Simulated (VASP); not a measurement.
# CdBr (Fm-3m) in VASP: settings compared

The runs below take CdBr through single point, with HSE(alpha, omega).

Everything below comes from runs of VASP 6.6.1. Logs are shortened: lines on timing, memory, paths and dates and some standing lists are left out, and cuts for length are marked.

## (1) The crystal as given

Symmetry: Fm-3m, No. 225, cubic system. The conventional cell has a = 6.145 Å, b = 6.145 Å, c = 6.145 Å, α = 90.00°, β = 90.00°, γ = 90.00°. Around Cd (site symmetry m-3m) lie 6 Br at 3.07 Å. Br (site symmetry m-3m) has 6 Cd at 3.07 Å as nearest neighbours.

The cell was built by a generator and needn't be a form met in nature.

## (2) Single point, HSE(alpha, omega)

File POSCAR:

```
CdBr
1.0
    0.0000000000      3.0723910300      3.0723910300
    3.0723910300      0.0000000000      3.0723910300
    3.0723910300      3.0723910300      0.0000000000
Cd Br
1 1
Direct
    0.0000000000      0.0000000000      0.0000000000
    0.5000000000      0.5000000000      0.5000000000
```

File INCAR.step1:

```
PREC = Accurate
ENCUT = 520
EDIFF = 1E-5
ISMEAR = -1
SIGMA = 0.05
LREAL = False
LASPH = True
NELM = 100
ALGO = Normal
ISIF = 2
LWAVE = True
LCHARG = False
NBANDS = 16
GGA = PE
```

File INCAR.step2:

```
PREC = Accurate
ENCUT = 520
EDIFF = 1E-6
ISMEAR = -1
SIGMA = 0.05
LREAL = False
LASPH = True
NELM = 100
ALGO = Normal
ISIF = 2
LWAVE = False
LCHARG = False
GGA = PE
LHFCALC = True
HFSCREEN = 0.2
AEXX = 0.3
PRECFOCK = Fast
NBANDS = 16
ISTART = 1
```

File KPOINTS:

```
regular mesh
0
Gamma
  4 4 4
```

Potentials or basis: VASP PAW PBE potentials, release 64 (Cd, Br).

Launch:

```bash
> cat potpaw_PBE.64/Cd/POTCAR potpaw_PBE.64/Br/POTCAR > POTCAR
> cp INCAR.step1 INCAR
> mpirun -np 1 vasp_std > vasp.out
> cp INCAR.step2 INCAR
> mpirun -np 1 vasp_std > vasp.out
```

OUTCAR:

```text
PREC = Accurate
   ENCUT = 520
   EDIFF = 1E-6
   ISMEAR = -1
   LREAL = False
   LASPH = True
   NELM = 100
   ISIF = 2
   GGA = PE
   LHFCALC = True
   HFSCREEN = 0.2
   AEXX = 0.3
   PRECFOCK = Fast
   ISTART = 1

 ion  position               nearest neighbor table
   1  0.000  0.000  0.000-   2 3.07   2 3.07   2 3.07   2 3.07   2 3.07   2 3.07
   2  0.500  0.500  0.500-   1 3.07   1 3.07   1 3.07   1 3.07   1 3.07   1 3.07

  LATTYP: Found a face centered cubic cell.
 ALAT       =     6.1447820600

  Lattice vectors:

 A1 = (   0.0000000000,   3.0723910300,   3.0723910300)
 A2 = (   3.0723910300,   0.0000000000,   3.0723910300)
 A3 = (   3.0723910300,   3.0723910300,   0.0000000000)

Analysis of symmetry for initial positions (statically):
=====================================================================
 Subroutine PRICEL returns:
 Original cell was already a primitive cell.

 Routine SETGRP: Setting up the symmetry group for a
 face centered cubic supercell.

 Subroutine GETGRP returns: Found 48 space group operations
 (whereof 48 operations were pure point group operations)
 out of a pool of 48 trial point group operations.

The static configuration has the point symmetry O_h .

Analysis of symmetry for dynamics (positions and initial velocities):
=====================================================================
 Subroutine PRICEL returns:
 Original cell was already a primitive cell.

 Routine SETGRP: Setting up the symmetry group for a
 face centered cubic supercell.

 Subroutine GETGRP returns: Found 48 space group operations
 (whereof 48 operations were pure point group operations)
 out of a pool of 48 trial point group operations.

The dynamic configuration has the point symmetry O_h .

 Subroutine INISYM returns: Found 48 space group operations
 (whereof 48 operations are pure point group operations),
 and found     1 'primitive' translations

----------------------------------------------------------------------------------------

                                     Primitive cell

[... 73 lines left out ...]
   EDIFF  = 0.1E-05   stopping-criterion for ELM
   LREAL  =      F    real-space projection
   EDIFFG = 0.1E-04   stopping-criterion for IOM
   NSW    =      0    number of steps for IOM
   IBRION =     -1    ionic relax: 0-MD 1-quasi-New 2-CG
   NFREE  =      0    steps in history (QN), initial steepest desc. (CG)
   ISIF   =      2    stress and relaxation
   ISYM   =      3    0-nonsym 1-usesym 2-fastsym
   POTIM  = 0.5000    time-step for ionic-motion
   TEBEG  =    0.0;   TEEND  =   0.0 temperature during run
   PSTRESS=    0.0 pullay stress
   NELECT =      19.0000    total number of electrons
   NUPDOWN=      -1.0000    fix difference up-down
   EMIN   =  10.00;   EMAX   =-10.00  energy-range for DOS
   EFERMI =   0.00;   METHOD = LEGACY
   ISMEAR =    -1;   SIGMA  =   0.05  broadening in eV -4-tet -1-fermi 0-gaus
   EFERMI_NEDOS =   21; number of points for ismear=-14 and -15
   IALGO  =     38    algorithm
   IMIX   =      1    mixing-type and parameters
     AMIX     =   0.40;   BMIX     =  1.00
     AMIX_MAG =   1.60;   BMIX_MAG =  1.00
  volume/ion in A,a.u.               =      29.00       195.72
  Fermi-wavevector in a.u.,A,eV,Ry     =   1.128512  2.132579 17.327557  1.273540
  Thomas-Fermi vector in A             =   2.265202
   LORBIT       =      0    0 simple, 1 ext, 2 COOP (PROOUT), +10 PAW based schemes
   GGA     = PE    functional components
   LHFCALC =     T    Hartree Fock is set to
   PRECFOCK=fast      Normal, Fast or Accurate (Low or Medium for compatibility)
   ENCUT4O =  -1.0   cutoff for four orbital integrals eV
   NKREDX  =     1    reduce k-point grid by
   NKREDY  =     1    reduce k-point grid by
   NKREDZ  =     1    reduce k-point grid by
   AEXX    =    0.3000 exact exchange contribution
   HFSCREEN=    0.2000 screening length (either q_TF or 0.3 A-1)
   HFSCREENC=   0.2000 screening length for correlation (either q_TF or 0.3 A-1)
   ENCUTFOCK=  -1.0 apply spherical cutoff to Coloumb kernel
   IVDW    =     0    specifies the selected vdW correction
   LEPSILON=     F    determine dielectric tensor
   LRPA    =     F    only Hartree local field effects (RPA)
 non-spin polarized calculation
  energy-cutoff  :      520.00
  volume of cell :       58.00
 maximum number of plane-waves:      1588
  NGX = 18; NGY = 18; NGZ = 18

 number of electron      19.0000006 magnetization

 Free energy of the ion-electron system (eV)
  ---------------------------------------------------
  ext. energy  EPLUGINS =         0.00000000
  ---------------------------------------------------
  free energy    TOTEN  =        -3.88851499 eV

  energy without entropy =       -3.85758716  energy(sigma->0) =       -3.87305108

 E-fermi :   2.2227     XC(G=0):  -7.1802

 val. band max:        2.2171791629   @ k =   0.5000   0.2500   0.0000
 cond. band min:       2.2848421061   @ k =  -0.2500   0.5000   0.2500
 fundamental gap:      0.0676629432
 Fermi energy:         2.2226635677

 k-point     1 :       0.0000    0.0000    0.0000
  band No.  band energies     occupation
      1     -16.2806      2.00000
      2      -8.6441      2.00000
      3      -8.6441      2.00000
      4      -8.6195      2.00000
      5      -8.6195      2.00000
      6      -8.6195      2.00000
[... 129 lines left out ...]
      3      -8.6082      2.00000
      4      -8.6082      2.00000
      5      -8.5201      2.00000
      6      -8.4895      2.00000
[... 8 lines left out ...]
     15      11.9615      0.00000
     16      14.7530      0.00000

------------------------ aborting loop because EDIFF is reached ----------------------------------------

  FORCE on cell =-STRESS in cart. coord.  units (eV):
  Direction    XX          YY          ZZ          XY          YZ          ZX
  --------------------------------------------------------------------------------------
  -------------------------------------------------------------------------------------
  Total        0.3560271      0.3560271      0.3560271      0.0000000      0.0000000     -0.0000000
  in kB        9.8340894      9.8340894      9.8340894      0.0000000      0.0000000     -0.0000000
  external PRESSURE =       9.8340894 kB  Pullay stress =       0.0000000 kB

 VOLUME and BASIS-vectors are now :
 -----------------------------------------------------------------------------
  energy-cutoff  :      520.00
  volume of cell :       58.00
      direct lattice vectors                 reciprocal lattice vectors
     0.000000000  3.072391030  3.072391030    -0.162739702  0.162739702  0.162739702
     3.072391030  0.000000000  3.072391030     0.162739702 -0.162739702  0.162739702
     3.072391030  3.072391030  0.000000000     0.162739702  0.162739702 -0.162739702

 POSITION                                       TOTAL-FORCE (eV/Angst)
 -----------------------------------------------------------------------------------
      0.00000      0.00000      0.00000         0.000000      0.000000      0.000000
      3.07239      3.07239      3.07239         0.000000      0.000000     -0.000000
 -----------------------------------------------------------------------------------
    total drift:                                0.000002      0.000002      0.000002

  FREE ENERGIE OF THE ION-ELECTRON SYSTEM (eV)
  ---------------------------------------------------
  free  energy   TOTEN  =        -3.8885149901 eV

  energy  without entropy=       -3.8575871620  energy(sigma->0) =       -3.87305108
```

OUTCAR.step1:

```text
PREC = Accurate
   ENCUT = 520
   EDIFF = 1E-5
   ISMEAR = -1
   LREAL = False
[... 355 lines left out ...]
      0.00000      0.00000      0.00000         0.000000     -0.000000      0.000000
      3.07239      3.07239      3.07239        -0.000000      0.000000     -0.000000
 -----------------------------------------------------------------------------------
    total drift:                                0.000000     -0.000000     -0.000000

  FREE ENERGIE OF THE ION-ELECTRON SYSTEM (eV)
  ---------------------------------------------------
  free  energy   TOTEN  =        -2.9635639331 eV

  energy  without entropy=       -2.9331706787  energy(sigma->0) =       -2.94836731
```

OSZICAR.step1:

```text
N       E                     dE             d eps       ncg     rms          rms(c)
DAV:   1     0.122135604100E+03    0.12214E+03   -0.90143E+03   256   0.102E+03
DAV:   2     0.201339960926E+01   -0.12012E+03   -0.11473E+03   296   0.269E+02
DAV:   3    -0.312417421420E+01   -0.51376E+01   -0.51311E+01   312   0.562E+01
DAV:   4    -0.314532827536E+01   -0.21154E-01   -0.21153E-01   320   0.376E+00
DAV:   5    -0.314544454561E+01   -0.11627E-03   -0.11627E-03   296   0.246E-01    0.757E+00
DAV:   6    -0.297688725053E+01    0.16856E+00   -0.25889E-01   336   0.484E+00    0.437E+00
DAV:   7    -0.296379810532E+01    0.13089E-01   -0.75037E-02   280   0.178E+00    0.122E+00
DAV:   8    -0.296345920761E+01    0.33890E-03   -0.76331E-03   304   0.957E-01    0.194E-01
DAV:   9    -0.296354108871E+01   -0.81881E-04   -0.71541E-04   312   0.276E-01    0.364E-02
DAV:  10    -0.296355547579E+01   -0.14387E-04   -0.46958E-05   352   0.851E-02    0.325E-02
DAV:  11    -0.296356393307E+01   -0.84573E-05   -0.15113E-05   296   0.365E-02
   1 F= -.29635639E+01 E0= -.29483673E+01  d E =-.303933E-01
```

It took 4.5 min on 1 thread of AMD EPYC 7R13 (Zen 3), shared host; peak memory 0.25 GiB.

What came out:

```
Free energy            : -3.8885 eV
Pressure               : 1.0 GPa
Band gap on the k mesh : none (metal or under the smearing width)
```

Caveat: the k mesh is coarse (spacing up to 0.44 Å⁻¹), so the values aren't converged, least of all with exact exchange; the PAW data sets were made with another functional, which shifts forces and pressure a little; an odd number of electrons without spin polarisation forces a metal; a magnetic or distorted state may lie lower.

## (3) Single point, HSE(alpha, omega)

POSCAR is that of step 2.

INCAR.step1 is that of step 2.

INCAR.step2, as its differences from that of step 2:

```diff
@@ -15,3 +15,3 @@
 HFSCREEN = 0.2
-AEXX = 0.3
+AEXX = 0.4
 PRECFOCK = Fast
```

KPOINTS is that of step 2.

Potentials or basis: VASP PAW PBE potentials, release 64 (Cd, Br).

Launch:

```bash
> cat potpaw_PBE.64/Cd/POTCAR potpaw_PBE.64/Br/POTCAR > POTCAR
> cp INCAR.step1 INCAR
> mpirun -np 1 vasp_std > vasp.out
> cp INCAR.step2 INCAR
> mpirun -np 1 vasp_std > vasp.out
```

It took 5.4 min on 1 thread of AMD EPYC 7R13 (Zen 3), shared host; peak memory 0.24 GiB.

The run converged. Its results:

* Free energy: -4.2314 eV
* Pressure: 0.8 GPa
* Band gap on the k mesh: none (metal or under the smearing width)

Levels at points of the mesh, in eV from the Fermi level:
```csv
k point,band 8,band 9,band 10,band 11,band 12,band 13
"(0.00, 0.00, 0.00)",-4.96,-4.96,-3.06,7.59,7.59,7.59
"(0.50, 0.00, 0.00)",-4.66,-4.66,1.57,2.49,4.49,4.49
"(0.50, 0.50, 0.00)",-5.74,-5.74,-1.86,4.65,6.20,7.83
```

Caveat: the k mesh is coarse (spacing up to 0.44 Å⁻¹), so the values aren't converged, least of all with exact exchange; the PAW data sets were made with another functional, which shifts forces and pressure a little; an odd number of electrons without spin polarisation forces a metal; a magnetic or distorted state may lie lower.
